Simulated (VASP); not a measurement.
Energy against volume of Mo (bcc). Computed with vdW-DF-cx, VASP's PBE PAW potentials (set 64) (plane waves; VASP).

```csv
V (Å³/atom),E (eV/atom)
14.518,-8.36159
14.981,-8.40118
15.444,-8.41258
15.908,-8.39984
16.371,-8.36646
```

Problem. Fit a third-order Birch-Murnaghan equation of state.

Solution. 
```yaml
volume_per_atom: 15.42 Å³/atom
bulk_modulus: 279 GPa
pressure_derivative_of_the_bulk_modulus: 4.18
lattice_constant_a: 3.136 Å
```

Measured: bulk modulus 265 GPa at 0 K (computed value off by +5.5 %), as given by Vázquez-Parga, Fernández-Martínez, Viñes, J. Chem. Theory Comput. (2023), doi:10.1021/acs.jctc.3c00612, Supporting … [zero-point energy and finite temperature contributions removed]; a 3.141 Å at 0 K (computed value off by -0.2 %), as given by Daniel Mejia-Rodriguez et al., Physical Review B (2018), arXiv:1807.09216 [static lattice: zero-point anharmonic expansion removed].

The compound is Mo in the bcc structure. It was relaxed first.
